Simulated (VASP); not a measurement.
The system is WC.

```xyz
2
Lattice="2.9065 0.0000 0.0000 -1.4532 2.5171 0.0000 0.0000 0.0000 2.8366" Properties=species:S:1:pos:R:3 pbc="T T T"
W     0.0000    0.0000    0.0000
C     1.4533    0.8390    1.4183
```

```yaml
Program: VASP 6.6.1
Task: relaxation of cell and atoms
Functional: PBE
Potentials_or_basis: VASP PAW PBE potentials, release 64 (W_sv, C)
Cutoff: 700 eV
k_mesh: 18 × 18 × 14
Occupations: gaussian, width 0.1 eV
Spin: no spin polarisation
```

At the start: pressure 6.6 GPa; volume 10.38 Å³/atom.

Problem. Where does the relaxation end?

Solution. Over 9 steps the energy falls by 3.5 meV/atom and the volume is 10.55 Å³/atom (+1.7 %); space group P-6m2 (No. 187, to 0.05 Å).

The path:
```csv
step,energy change (eV),largest force (eV/Å),pressure (GPa),volume (Å³)
1,0.0000,0.0000,6.59,20.75
2,0.0423,0.0000,-15.71,22.06
3,-0.0070,0.0000,-0.10,21.10
4,-0.0070,0.0000,0.03,21.10
5,-0.0070,0.0000,0.03,21.10
6,-0.0070,0.0000,0.02,21.10
7,-0.0070,0.0000,0.03,21.10
8,-0.0070,0.0000,-0.05,21.10
9,-0.0070,0.0000,-0.01,21.10
```

Final structure:
```
CELL_PARAMETERS angstrom
2.92392 0.00000 0.00000
-1.46196 2.53219 0.00000
0.00000 0.00000 2.84982
ATOMIC_POSITIONS crystal
W 0.00000 0.00000 0.00000
C 0.66667 0.33333 0.50000
```
